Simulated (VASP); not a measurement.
## Zn3P: single point with PBEsol+D3

The system is Zn3P.

```
CELL_PARAMETERS angstrom
3.80968 0.00000 0.00000
0.00000 3.80968 0.00000
0.00000 0.00000 3.80968
ATOMIC_POSITIONS crystal
Zn 0.50000 0.50000 0.00000
Zn 0.50000 0.00000 0.50000
Zn 0.00000 0.50000 0.50000
P 0.00000 0.00000 0.00000
```

The cell comes from a database or a generator and needn't be the stable form of this composition.

The cell isn't the ideal one: volume scaled by 0.88.

| Quantity | Value |
| --- | --- |
| Program | VASP 6.6.1 |
| Task | single point |
| Functional | PBEsol |
| Dispersion | D3 |
| Potentials or basis | VASP PAW PBE potentials, release 64 (Zn, P) |
| Cutoff | 520 eV |
| k mesh | 5 × 5 × 5 |
| Occupations | methfessel-paxton 2, width 0.1 eV |
| Spin | non-collinear spin, random start |
| Starting moments | [[0.533, 0.155, -0.129], [0.043, -0.089, 0.016], [0.137, -0.061, -0.079], [-0.0, 0.0, 0.0]] μB |

```yaml
Pressure: 4.0 GPa
Net_moment: 0.29 μB per cell
Valence_electrons_inside_the_program's_atomic_spheres: Zn 10.83; P 2.41
Dispersion_energy_per_atom: -0.285 eV
```

Stress tensor (GPa, compression positive):
```
 3.95 -0.17 -0.23
-0.17  3.96  0.03
-0.23  0.03  3.94
```

Levels at points of the mesh, in eV from the Fermi level:
```
           k point  band 38  band 39  band 40  band 41  band 42  band 43
(0.00, 0.00, 0.00)    -3.74    -3.42    -3.35     0.68     0.69     0.76
```

Moments on the atoms (μB; x, y, z):
```
Zn  0.05 0.00 0.00
Zn  0.04 0.00 0.00
Zn  0.05 0.00 0.00
P   0.03 0.00 0.00
```

Wall time 8 min on 1 thread of AMD EPYC 7571 (shared host), peak memory 0.35 GiB.

Caveat: the bands computed are all filled at some k points, so no gap is given; the PAW data sets were made with another functional, which shifts forces and pressure a little.
